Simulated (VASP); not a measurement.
# Nb2SiO2 (P-3m1) in VASP: further runs

The runs below take Nb2SiO2 through relaxation of cell and atoms, with PBE.

All numbers are computed with VASP 6.6.1; they aren't measurements. Logs are shortened: lines on timing, memory, paths and dates and some standing lists are left out, and cuts for length are marked.

## 1. The crystal as given

Symmetry: P-3m1, No. 164, trigonal system. The conventional cell has a = 3.300 Å, b = 3.300 Å, c = 6.630 Å, α = 90.00°, β = 90.00°, γ = 120.00°. Nb (site symmetry 3m) is surrounded by 3 O at 2.00 Å. Around Si (site symmetry -3m) lie 6 Nb at 2.66 Å. O (site symmetry 3m) has 3 Nb at 2.00 Å as nearest neighbours.

The cell was built by a generator and needn't be a form met in nature.

## 2. Relaxation of cell and atoms, PBE

Input file INCAR:

```
SYSTEM = Nb2SiO2
PREC = Normal
ENCUT = 520
EDIFF = 1E-4
ISMEAR = 0
SIGMA = 0.15
LREAL = .FALSE.
LASPH = .TRUE.
NELM = 60
ALGO = Fast
ISIF = 3
LWAVE = .FALSE.
LCHARG = .FALSE.
GGA = PE
IBRION = 2
NSW = 24
EDIFFG = -0.08
```

Input file KPOINTS:

```
regular mesh
0
G
  5 5 2
  0 0 0
```

Input file POSCAR:

```
Nb2SiO2
1.0
    3.3000000000      0.0000000000      0.0000000000
   -1.6500000000      2.8578838300      0.0000000000
    0.0000000000      0.0000000000      6.6300000000
Nb Si O
2 1 2
Direct
    0.3333333300      0.6666666700      0.2800000000
    0.6666666700      0.3333333300      0.7200000000
    0.0000000000      0.0000000000      0.0000000000
    0.6666666700      0.3333333300      0.3700000000
    0.3333333300      0.6666666700      0.6300000000
```

Potentials or basis: VASP PAW PBE potentials, release 64 (Nb_sv, Si, O).

Started as:

```
$ cat potpaw_PBE.64/Nb_sv/POTCAR potpaw_PBE.64/Si/POTCAR potpaw_PBE.64/O/POTCAR > POTCAR
$ mpirun -np 1 vasp_std > vasp.out
```

OUTCAR:

```text
SYSTEM = Nb2SiO2
   PREC = Normal
   ENCUT = 520
   EDIFF = 1E-4
   ISMEAR = 0
   LREAL = .FALSE.
   LASPH = .TRUE.
   NELM = 60
   ISIF = 3
   GGA = PE
   IBRION = 2
   NSW = 24
   EDIFFG = -0.08

 ion  position               nearest neighbor table
   1  0.333  0.667  0.280-   4 2.00   4 2.00   4 2.00   5 2.32   3 2.66   3 2.66   3 2.66
   2  0.667  0.333  0.720-   5 2.00   5 2.00   5 2.00   4 2.32   3 2.66   3 2.66   3 2.66
   3  0.000  0.000  0.000-   1 2.66   2 2.66   1 2.66   2 2.66   2 2.66   1 2.66
   4  0.667  0.333  0.370-   1 2.00   1 2.00   1 2.00   2 2.32
   5  0.333  0.667  0.630-   2 2.00   2 2.00   2 2.00   1 2.32

  LATTYP: Found a hexagonal cell.
 ALAT       =     3.3000000000
 C/A-ratio  =     2.0090909091

  Lattice vectors:

 A1 = (   3.3000000000,   0.0000000000,   0.0000000000)
 A2 = (  -1.6500000000,   2.8578838300,   0.0000000000)
 A3 = (   0.0000000000,   0.0000000000,   6.6300000000)

Analysis of symmetry for initial positions (statically):
=====================================================================
 Subroutine PRICEL returns:
 Original cell was already a primitive cell.

 Routine SETGRP: Setting up the symmetry group for a
 hexagonal supercell.

 Subroutine GETGRP returns: Found 12 space group operations
 (whereof 12 operations were pure point group operations)
 out of a pool of 24 trial point group operations.

The static configuration has the point symmetry D_3d.

Analysis of symmetry for dynamics (positions and initial velocities):
=====================================================================
 Subroutine PRICEL returns:
 Original cell was already a primitive cell.

 Routine SETGRP: Setting up the symmetry group for a
 hexagonal supercell.

 Subroutine GETGRP returns: Found 12 space group operations
 (whereof 12 operations were pure point group operations)
 out of a pool of 24 trial point group operations.

The dynamic configuration has the point symmetry D_3d.

 Subroutine INISYM returns: Found 12 space group operations
 (whereof 12 operations are pure point group operations),
 and found     1 'primitive' translations

----------------------------------------------------------------------------------------

                                     Primitive cell

  volume of cell :      62.5276

  direct lattice vectors                    reciprocal lattice vectors
     3.300000000  0.000000000  0.000000000     0.303030303  0.174954627  0.000000000
    -1.650000000  2.857883830  0.000000000     0.000000000  0.349909254  0.000000000
     0.000000000  0.000000000  6.630000000     0.000000000  0.000000000  0.150829563

  length of vectors
     3.300000000  3.299999998  6.630000000     0.349909254  0.349909254  0.150829563

  position of ions in fractional coordinates (direct lattice)
     0.333333330  0.666666670  0.280000000
     0.666666670  0.333333330  0.720000000
     0.000000000  0.000000000  0.000000000
     0.666666670  0.333333330  0.370000000
     0.333333330  0.666666670  0.630000000

  ion indices of the primitive-cell ions
   primitive index   ion index
                 1           1
                 2           2
                 3           3
                 4           4
                 5           5

----------------------------------------------------------------------------------------

 KPOINTS: regular mesh

Automatic generation of k-mesh.
 Grid dimensions read from file:
 generate k-points for:    5    5    2

 Generating k-lattice:

  Cartesian coordinates                     Fractional coordinates (reciprocal lattice)
     0.060606061  0.034990925  0.000000000     0.200000000 -0.000000000  0.000000000
     0.000000000  0.069981851  0.000000000     0.000000000  0.200000000  0.000000000
     0.000000000  0.000000000  0.075414781     0.000000000  0.000000000  0.500000000

  Length of vectors
     0.069981851  0.069981851  0.075414781

  Shift w.r.t. Gamma in fractional coordinates (k-lattice)
     0.000000000  0.000000000  0.000000000

 Subroutine IBZKPT returns following result:
 ===========================================

 Found     10 irreducible k-points:

 Following reciprocal coordinates:
            Coordinates               Weight
  0.000000  0.000000  0.000000      1.000000
  0.200000  0.000000  0.000000      6.000000
  0.400000 -0.000000  0.000000      6.000000
  0.200000  0.200000  0.000000      6.000000
  0.400000  0.200000  0.000000      6.000000
  0.000000  0.000000  0.500000      1.000000
  0.200000  0.000000  0.500000      6.000000
  0.400000 -0.000000  0.500000      6.000000
  0.200000  0.200000  0.500000      6.000000
  0.400000  0.200000  0.500000      6.000000
   k-points           NKPTS =     10   k-points in BZ     NKDIM =     10   number of bands    NBANDS=     25
   number of dos      NEDOS =    301   number of ions     NIONS =      5
   total plane-waves  NPLWV =  12960
   dimension x,y,z NGX =    18 NGY =   18 NGZ =   40
   dimension x,y,z NGXF=    36 NGYF=   36 NGZF=   80
   ions per type =               2   1   2
   NGX,Y,Z   is equivalent  to a cutoff of   9.07,  9.07, 10.03 a.u.
   NGXF,Y,Z  is equivalent  to a cutoff of  18.14, 18.14, 20.06 a.u.
 SYSTEM =  Nb2SiO2
   PREC   = normal    normal or accurate (medium, high low for compatibility)
   ISTART =      0    job   : 0-new  1-cont  2-samecut
   ICHARG =      2    charge: 1-file 2-atom 10-const
   ISPIN  =      1    spin polarized calculation?
   LNONCOLLINEAR =      F non collinear calculations
   LSORBIT =      F    spin-orbit coupling
   LASPH  =      T    aspherical Exc in radial PAW
   ENCUT  =  520.0 eV  38.22 Ry    6.18 a.u.   6.14  6.14 12.33*2*pi/ulx,y,z
   NELM   =     60;   NELMIN=  2; NELMDL= -5     # of ELM steps
   EDIFF  = 0.1E-03   stopping-criterion for ELM
   LREAL  =      F    real-space projection
   EDIFFG = -.8E-01   stopping-criterion for IOM
   NSW    =     24    number of steps for IOM
   IBRION =      2    ionic relax: 0-MD 1-quasi-New 2-CG
   NFREE  =      1    steps in history (QN), initial steepest desc. (CG)
   ISIF   =      3    stress and relaxation
   ISYM   =      2    0-nonsym 1-usesym 2-fastsym
   POTIM  = 0.5000    time-step for ionic-motion
   TEBEG  =    0.0;   TEEND  =   0.0 temperature during run
   PSTRESS=    0.0 pullay stress
   NELECT =      42.0000    total number of electrons
   NUPDOWN=      -1.0000    fix difference up-down
   EMIN   =  10.00;   EMAX   =-10.00  energy-range for DOS
   EFERMI =   0.00;   METHOD = LEGACY
   ISMEAR =     0;   SIGMA  =   0.15  broadening in eV -4-tet -1-fermi 0-gaus
   EFERMI_NEDOS =   21; number of points for ismear=-14 and -15
   IALGO  =     68    algorithm
   IMIX   =      4    mixing-type and parameters
     AMIX     =   0.40;   BMIX     =  1.00
     AMIX_MAG =   1.60;   BMIX_MAG =  1.00
  volume/ion in A,a.u.               =      12.51        84.39
  Fermi-wavevector in a.u.,A,eV,Ry     =   1.433730  2.709356 27.967871  2.055581
  Thomas-Fermi vector in A             =   2.553216
   LORBIT       =      0    0 simple, 1 ext, 2 COOP (PROOUT), +10 PAW based schemes
   GGA     = PE    functional components
   LHFCALC =     F    Hartree Fock is set to
   AEXX    =    0.0000 exact exchange contribution
   IVDW    =     0    specifies the selected vdW correction
   LEPSILON=     F    determine dielectric tensor
   LRPA    =     F    only Hartree local field effects (RPA)
 conjugate gradient relaxation of ions
 non-spin polarized calculation
 RMM-DIIS sequential band-by-band and
 Gauss-broadening in eV      SIGMA  =   0.15
  energy-cutoff  :      520.00
  volume of cell :       62.53
 maximum number of plane-waves:      1729
   NGX = 13   NGY = 13   NGZ = 25

--------------------------------------- Ionic step        1  -------------------------------------------

 number of electron      42.0000058 magnetization

 Free energy of the ion-electron system (eV)
  ---------------------------------------------------
  ext. energy  EPLUGINS =         0.00000000
  ---------------------------------------------------
  free energy    TOTEN  =       -41.65605190 eV

  energy without entropy =      -41.62346738  energy(sigma->0) =      -41.63975964

------------------------ aborting loop because EDIFF is reached ----------------------------------------

  FORCE on cell =-STRESS in cart. coord.  units (eV):
  Direction    XX          YY          ZZ          XY          YZ          ZX
  --------------------------------------------------------------------------------------
  -------------------------------------------------------------------------------------
  Total       10.5758462     10.5758462      4.0448232      0.0000000     -0.0000000      0.0000000
  in kB      270.9902523    270.9902519    103.6425481      0.0000000     -0.0000000      0.0000000
  external PRESSURE =     215.2076841 kB  Pullay stress =       0.0000000 kB
[... 98 lines left out ...]
  FREE ENERGIE OF THE ION-ELECTRON SYSTEM (eV)
  ---------------------------------------------------
  free  energy   TOTEN  =       -42.1929957480 eV

  energy  without entropy=      -42.1480419180  energy(sigma->0) =      -42.17051883

 E-fermi :   9.8498     XC(G=0): -11.6804

 val. band max:        9.8068053191   @ k =   0.0000   0.0000   0.5000
 cond. band min:       9.8615220248   @ k =   0.2000   0.0000   0.5000
 fundamental gap:      0.0547167057
 Fermi energy:         9.8498095585

 k-point     1 :       0.0000    0.0000    0.0000
  band No.  band energies     occupation
      1     -46.3827      2.00000
      2     -46.3704      2.00000
      3     -22.6069      2.00000
      4     -22.3994      2.00000
      5     -22.3225      2.00000
      6     -22.3225      2.00000
[... 269 lines left out ...]
     24      10.3000      0.00002
     25      12.0900      0.00000

[... ionic steps 4 to 7 ...]

--------------------------------------- Ionic step        8  -------------------------------------------

 number of electron      41.9999932 magnetization

------------------------ aborting loop because EDIFF is reached ----------------------------------------

  FORCE on cell =-STRESS in cart. coord.  units (eV):
  Direction    XX          YY          ZZ          XY          YZ          ZX
  --------------------------------------------------------------------------------------
  -------------------------------------------------------------------------------------
  Total       -0.3878226     -0.3878226     -1.0478267     -0.0000000      0.0000000      0.0000000
  in kB       -9.3194532     -9.3194531    -25.1794835     -0.0000000      0.0000000      0.0000000
  external PRESSURE =     -14.6061299 kB  Pullay stress =       0.0000000 kB
[... 63 lines left out ...]
  energy  without entropy=      -42.3014421899  energy(sigma->0) =      -42.31723889

--------------------------------------- Ionic step       10  -------------------------------------------

 number of electron      41.9999942 magnetization

 Free energy of the ion-electron system (eV)
  ---------------------------------------------------
  ext. energy  EPLUGINS =         0.00000000
  ---------------------------------------------------
  free energy    TOTEN  =       -42.33894383 eV

  energy without entropy =      -42.30927006  energy(sigma->0) =      -42.32410694

 E-fermi :  10.2060     XC(G=0): -11.8596

 val. band max:       10.2013032595   @ k =   0.0000   0.0000   0.5000
 cond. band min:      10.2768501356   @ k =   0.2000   0.0000   0.5000
 fundamental gap:      0.0755468761
 Fermi energy:        10.2059994345

 k-point     1 :       0.0000    0.0000    0.0000
  band No.  band energies     occupation
      1     -46.0372      2.00000
      2     -46.0199      2.00000
      3     -22.3145      2.00000
      4     -22.0333      2.00000
      5     -21.9815      2.00000
      6     -21.9815      2.00000
[... 301 lines left out ...]
  FREE ENERGIE OF THE ION-ELECTRON SYSTEM (eV)
  ---------------------------------------------------
  free  energy   TOTEN  =       -42.3389438270 eV

  energy  without entropy=      -42.3092700587  energy(sigma->0) =      -42.32410694

 reached required accuracy - stopping structural energy minimisation
```

Wall time 47 s (1 thread of Intel Xeon 6975P-C (Granite Rapids), shared host); peak memory 0.15 GiB.

What came out:

```yaml
Free_energy: -42.3389 eV
Relaxed_volume: 13.23 Å³/atom
Relaxed_cell: a = 3.471 Å, b = 3.471 Å, c = 6.341 Å, α = 90.00°, β = 90.00°, γ = 120.00°
Space_group_after_relaxing_to_0.05_Å: P-3m1 (No. 164)
Energy_gained_by_relaxing: 136.6 meV/atom
Ionic_steps: 10
Pressure_after_relaxing: 0.1 GPa
Largest_force_after_relaxing: 0.055 eV/Å
Band_gap_on_the_k_mesh: none (metal or under the smearing width)
```

Forces in eV/Å, atoms in the order of the input:
```
Nb   0.000  0.000 -0.043
Nb   0.000  0.000  0.043
Si   0.000  0.000  0.000
O    0.000  0.000 -0.055
O    0.000  0.000  0.055
```

Stress tensor (GPa, compression positive):
```
0.02 0.00 0.00
0.00 0.02 0.00
0.00 0.00 0.34
```

The path:
```
step  energy change (eV)  largest force (eV/Å)  pressure (GPa)  volume (Å³)
   1              0.0000                1.8433           21.52        62.53
   2              0.4225                0.8375          -24.07        78.90
   3             -0.5369                0.6756           -3.88        68.88
   4             -0.5381                0.7180           -3.15        68.60
   5             -0.5380                0.7358           -2.67        68.48
   6             -0.6326                0.3799           -0.74        67.10
   7             -0.6658                0.0498            1.41        65.83
   8             -0.6767                0.1324           -1.46        66.67
   9             -0.6770                0.1203           -1.19        66.60
  10             -0.6829                0.0548            0.13        66.16
```

Final structure:
```cif
data_structure
_symmetry_space_group_name_H-M 'P 1'
_symmetry_Int_Tables_number 1
_cell_length_a 3.4712
_cell_length_b 3.4712
_cell_length_c 6.3406
_cell_angle_alpha 90.000
_cell_angle_beta 90.000
_cell_angle_gamma 120.000
_cell_volume 66.16
loop_
_atom_site_label
_atom_site_type_symbol
_atom_site_fract_x
_atom_site_fract_y
_atom_site_fract_z
_atom_site_occupancy
Nb1 Nb 0.33333 0.66667 0.26796 1
Nb2 Nb 0.66667 0.33333 0.73204 1
Si1 Si 0.00000 0.00000 0.00000 1
O1 O 0.66667 0.33333 0.38606 1
O2 O 0.33333 0.66667 0.61394 1
```

Caveat: the k mesh is coarse (spacing up to 0.47 Å⁻¹), so the values aren't converged; the relaxation stopped at a loose force limit of 0.08 eV/Å, so its end isn't a converged minimum.

## 3. Relaxation of cell and atoms, PBE

This run uses another cell than the first one, of 11.49 Å³/atom, 0.919 times its volume.

INCAR is that of step 2.

Input file KPOINTS:

```
regular mesh
0
G
  5 5 5
  0 0 0
```

Input file POSCAR:

```
Nb2SiO2
1.0
   -1.8262200500      1.8262200500      4.3068157700
    1.8262200500     -1.8262200500      4.3068157700
    1.8262200500      1.8262200500     -4.3068157700
Nb Si O
2 1 2
Direct
    0.7500000000      0.2500000000      0.5000000000
    0.2500000000      0.7500000000      0.5000000000
    0.0000000000      0.0000000000      0.0000000000
    0.3868644800      0.3868644800      0.0000000000
    0.6131355200      0.6131355200      0.0000000000
```

Potentials or basis: VASP PAW PBE potentials, release 64 (Nb_sv, Si, O).

Started as:

```
$ cat potpaw_PBE.64/Nb_sv/POTCAR potpaw_PBE.64/Si/POTCAR potpaw_PBE.64/O/POTCAR > POTCAR
$ mpirun -np 1 vasp_std > vasp.out
```

Run time: 2.3 min. Hardware: 1 thread of Intel Xeon 6975P-C (Granite Rapids), shared host; peak memory 0.18 GiB.

The run converged. Its results:

```
Free energy                            : -41.1196 eV
Relaxed volume                         : 13.62 Å³/atom
Relaxed cell                           : a = 5.002 Å, b = 5.002 Å, c = 5.002 Å, α = 131.81°, β = 131.81°, γ = 70.53°
Space group after relaxing (to 0.05 Å) : I4/mmm (No. 139)
Energy gained by relaxing              : 694.6 meV/atom
Ionic steps                            : 16
Pressure after relaxing                : -0.1 GPa
Largest force after relaxing           : 0.074 eV/Å
Band gap on the k mesh                 : none (metal or under the smearing width)
```

Forces on the atoms (eV/Å):
```
Nb   0.000  0.000  0.000
Nb   0.000  0.000  0.000
Si   0.000  0.000  0.000
O    0.000  0.000  0.074
O    0.000  0.000 -0.074
```

Stress tensor (GPa, compression positive):
```
-0.33  0.00  0.00
 0.00 -0.33  0.00
 0.00  0.00  0.21
```

Step by step:
| step | energy change (eV) | largest force (eV/Å) | pressure (GPa) | volume (Å³) |
| --- | --- | --- | --- | --- |
| 1 | 0.0000 | 4.2867 | 32.04 | 57.45 |
| 2 | -1.5500 | 2.9067 | -25.38 | 78.40 |
| 3 | -2.0189 | 3.3046 | -12.65 | 70.58 |
| 4 | -3.2297 | 1.3972 | -2.66 | 66.99 |
| 5 | -3.3906 | 0.0357 | 5.39 | 64.65 |
| 6 | -3.4095 | 0.3595 | 3.39 | 65.21 |
| 7 | -3.4089 | 0.2734 | 3.77 | 65.10 |
| 8 | -3.4378 | 0.0782 | -2.42 | 67.59 |
| 9 | -3.4407 | 0.1388 | -1.11 | 66.98 |
| 10 | -3.4695 | 0.1192 | 1.03 | 67.38 |
| 11 | -3.4700 | 0.1366 | 1.27 | 67.42 |
| 12 | -3.4689 | 0.1961 | 1.72 | 67.51 |
| 13 | -3.4700 | 0.1534 | 1.21 | 67.45 |
| 14 | -3.4700 | 0.1467 | 1.38 | 67.43 |
| 15 | -3.4709 | 0.0185 | -1.43 | 68.72 |
| 16 | -3.4732 | 0.0745 | -0.15 | 68.11 |

Final structure:
```
CELL_PARAMETERS angstrom
-2.04191 2.04191 4.08366
2.04191 -2.04191 4.08366
2.04191 2.04191 -4.08366
ATOMIC_POSITIONS crystal
Nb 0.75000 0.25000 0.50000
Nb 0.25000 0.75000 0.50000
Si 0.00000 0.00000 0.00000
O 0.32520 0.32520 0.00000
O 0.67480 0.67480 0.00000
```

Levels at points of the mesh, in eV from the Fermi level:
```csv
k point,band 18,band 19,band 20,band 21,band 22,band 23,band 24,band 25
"(0.00, 0.00, 0.00)",-3.87,-1.31,-1.31,0.98,1.36,1.36,1.50,1.79
```

Caveat: the k mesh is coarse (spacing up to 0.49 Å⁻¹), so the values aren't converged; the volume moved by over 15 % at a fixed basis, so the end points are rough; the relaxation stopped at a loose force limit of 0.08 eV/Å, so its end isn't a converged minimum.
